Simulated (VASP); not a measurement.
Data:

```
AgCl
1.0
    0.00000     2.82163     2.82163
    2.82163     0.00000     2.82163
    2.82163     2.82163     0.00000
Ag Cl
1 1
Direct
  0.00000   0.00000   0.00000
  0.50000   0.50000   0.50000
```

The numbers are results of MS2 meta-GGA, VASP's PBE PAW potentials (set 64) (plane waves; VASP 6.6.1), not measurements. Numerical set-up: 520 eV cut-off, 8×8×8 Γ-centred mesh, Gaussian smearing of 0.050 eV, potentials Ag Cl.

Task: Give the stress tensor in GPa (positive for a compressed cell).

Result: 
```
-2.54   0.00   0.00
 0.00  -2.54   0.00
 0.00   0.00  -2.54
```
The pressure is its mean diagonal, -2.54 GPa.

The compound is AgCl in the rock salt structure. This cell is one point of a volume scan, at 1.06 of the reference volume.
